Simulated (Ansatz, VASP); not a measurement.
Ba2C: VASP beside Ansatz

Contents of POSCAR:

```
Ba2C
1.0
    0.0000000000      3.5066490218      3.5066490218
    3.5066490218      0.0000000000      3.5066490218
    3.5066490218      3.5066490218      0.0000000000
C Ba
1 2
Direct
    0.0000000000      0.0000000000      0.0000000000
    0.2500000000      0.2500000000      0.2500000000
    0.7500000000      0.7500000000      0.7500000000
```

The input INCAR.step1:

```
SYSTEM = Ba2C
PREC = Accurate ; ENCUT = 520
EDIFF = 1E-5 ; ISMEAR = -1
SIGMA = 0.02 ; LREAL = .False.
LASPH = .True. ; NELM = 100
ALGO = Normal ; ISIF = 2
LWAVE = .True. ; LCHARG = .False.
NBANDS = 19 ; GGA = PE
```

The input INCAR.step2:

```
SYSTEM = Ba2C
PREC = Accurate ; ENCUT = 520
EDIFF = 1E-7 ; ISMEAR = -1
SIGMA = 0.02 ; LREAL = .False.
LASPH = .True. ; NELM = 100
ALGO = Normal ; ISIF = 2
LWAVE = .False. ; LCHARG = .False.
GGA = PE ; LHFCALC = .True.
HFSCREEN = 0.2079 ; PRECFOCK = Normal
NBANDS = 19 ; ISTART = 1
```

KPOINTS

```
Automatic mesh
0
Gamma
  4 4 4
  0 0 0
```

Input for Ansatz:

```yaml
crystal:
  lattice:
    - [0.0, 3.5066490218, 3.5066490218]
    - [3.5066490218, 0.0, 3.5066490218]
    - [3.5066490218, 3.5066490218, 0.0]
  atoms:
    - { symbol: C, position: [0.0, 0.0, 0.0] }
    - { symbol: Ba, position: [0.25, 0.25, 0.25] }
    - { symbol: Ba, position: [0.75, 0.75, 0.75] }
kpoints:
  mp_grid: { grid: [4, 4, 4] }
hamiltonian:
  xc: hse06
scf:
  occupations: { method: fermi_dirac, width: 0.02 }
  n_extra_bands: 4
output:
  forces: true
  stress: true
  eigenvalues: true
  write_density: true
  write_potential: true
  elf: true
  volumetric_format: npy
```

The cell was built by a generator and needn't be a form met in nature.

Alike in both runs: task single point; functional HSE06; k mesh 4 × 4 × 4; occupations fermi-dirac, width 0.02 eV; no spin polarisation.

|  | VASP | Ansatz |
| --- | --- | --- |
| version | VASP 6.6.1 | Ansatz 0.2.0 |
| potentials or method | VASP PAW PBE potentials, release 64 (C, Ba_sv) | plane waves, PAW |
| plane-wave cutoff (eV) | 520 | 420 |
| valence electrons in the cell | 24 | 24 |

```csv
,VASP,Ansatz,Ansatz less VASP
pressure (GPa),1.4,0.2,-1.20
```

Ansatz warned: «filled_band_counts_differ_across_k_points».

Caveats: the k mesh is coarse (spacing up to 0.39 Å⁻¹), so the values aren't converged, least of all with exact exchange; the PAW data sets were made with another functional, which shifts forces and pressure a little (VASP). The runs have no spin-orbit coupling, so splittings on Ba are missing.
